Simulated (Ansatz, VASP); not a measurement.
Two plane-wave programs on Ta2Ag

The input INCAR:

```
ALGO = Normal
EDIFF = 1E-6
EDIFFG = -0.04
ENCUT = 600
GGA = PE
IBRION = 2
ISIF = 3
ISMEAR = 0
LASPH = True
LCHARG = False
LREAL = False
LWAVE = False
NELM = 100
NSW = 90
PREC = Accurate
SIGMA = 0.1
```

Contents of KPOINTS:

```
k-points
0
Gamma
  6 6 4
```

File POSCAR:

```
Ta2Ag
1.0
    3.7574980570      0.0000000000      0.0000000000
   -1.8787490285      3.2540887720      0.0000000000
    0.0000000000      0.0000000000      4.0570992309
Ta Ag
2 1
Direct
    0.3333333333      0.6666666667      0.5000000000
    0.6666666667      0.3333333333      0.5000000000
    0.0000000000      0.0000000000      0.0000000000
```

Input for Ansatz:

```yaml
crystal:
  lattice:
    - [3.757498057, 0.0, 0.0]
    - [-1.8787490285, 3.254088772, 0.0]
    - [0.0, 0.0, 4.0570992309]
  atoms:
    - { symbol: Ta, position: [0.3333333333, 0.6666666667, 0.5] }
    - { symbol: Ta, position: [0.6666666667, 0.3333333333, 0.5] }
    - { symbol: Ag, position: [0.0, 0.0, 0.0] }
basis:
  ecutwfc: 420
kpoints:
  mp_grid: { grid: [6, 6, 4] }
hamiltonian:
  xc: pbe
scf:
  occupations: { method: gaussian, width: 0.1 }
  lower_state_search: "off"
output:
  forces: true
  stress: true
  eigenvalues: true
relax:
  adjacent_minimum: "off"
  f_tol: 0.04
  max_steps: 70
  cell: { stress_tol: 0.4 }
```

Alike in both runs: task relaxation of cell and atoms; functional PBE; k mesh 6 × 6 × 4; occupations gaussian, width 0.1 eV; no spin polarisation.

|  | VASP | Ansatz |
| --- | --- | --- |
| version | VASP 6.6.1 | Ansatz 0.2.0 |
| potentials or method | VASP PAW PBE potentials, release 64 (Ta_pv, Ag) | scalar-relativistic, plane waves, PAW |
| plane-wave cutoff (eV) | 600 | 420 |
| valence electrons in the cell | 33 | 45 |

```tsv
	VASP	Ansatz	Ansatz less VASP
gap on the k mesh at the Fermi level, each at its own relaxed structure (eV)	none	none	-
relaxed volume (Å³/atom)	18.37	18.39	+0.016
relaxed cell length with the largest relative difference (Å)	4.723	4.726	+0.0030
energy change over the relaxation (meV/atom)	-2237	-2206	+30.8
```

A gap of «none» marks a metal or a gap that the smearing closes. The two sets of potentials don't hold the same shells in valence.

Caveats: the k mesh is coarse (spacing up to 0.39 Å⁻¹), so the values aren't converged. Spin-orbit coupling is left out, which matters for the levels of Ta.
